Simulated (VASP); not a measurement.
A VASP calculation is set up with these files.

### INCAR
```
ALGO=Normal
EDIFF=1E-7
ENCUT=520
GGA=RP
ISIF=2
ISMEAR=1
LASPH=.TRUE.
LCHARG=.FALSE.
LMAXMIX=4
LREAL=.FALSE.
LWAVE=.FALSE.
NELM=100
PREC=Accurate
SIGMA=0.1
SYSTEM=TiC
```

### POSCAR
```
TiC
1
    0.0000000000     2.2021070313     2.2021070313
    2.2021070313     0.0000000000     2.2021070313
    2.2021070313     2.2021070313     0.0000000000
Ti C
1 1
Direct
  0.0000000000   0.0000000000   0.0000000000
  0.5000000000   0.5000000000   0.5000000000
```

**KPOINTS**
```
Automatic mesh
0
Gamma
14 14 14
0 0 0
```

POTCAR, in this order: Ti_sv C (PBE.64 set). Program: vasp_std.

### Question
Translate this RPBE calculation to Ansatz.

### Answer
One equivalent input (not run):
Ansatz 0.2 input:
```yaml
crystal:
  lattice:
    - [0.0000000, 2.2021070, 2.2021070]
    - [2.2021070, 0.0000000, 2.2021070]
    - [2.2021070, 2.2021070, 0.0000000]
  atoms:
    - { symbol: Ti, position: [0.0000000, 0.0000000, 0.0000000] }
    - { symbol: C, position: [0.5000000, 0.5000000, 0.5000000] }
kpoints:
  mp_grid: { grid: [14, 14, 14] }
hamiltonian:
  xc: rpbe
  pseudopotentials: { kind: paw }
scf:
  occupations: { method: methfessel_paxton, width: 0.1 }
  max_iter: 100
output: { forces: true, stress: true, eigenvalues: true }
```
What does not carry over: each code has its own PAW files, so the cut-off isn't converted (ENCUT is set for VASP's; basis.ecutwfc is left out, and Ansatz then takes the one that its files recommend); Ansatz stops its SCF on the density residual and VASP on the energy change (EDIFF).

The compound is TiC in the rock salt structure. This cell is one point of a volume scan, at 1.03 of the reference volume.
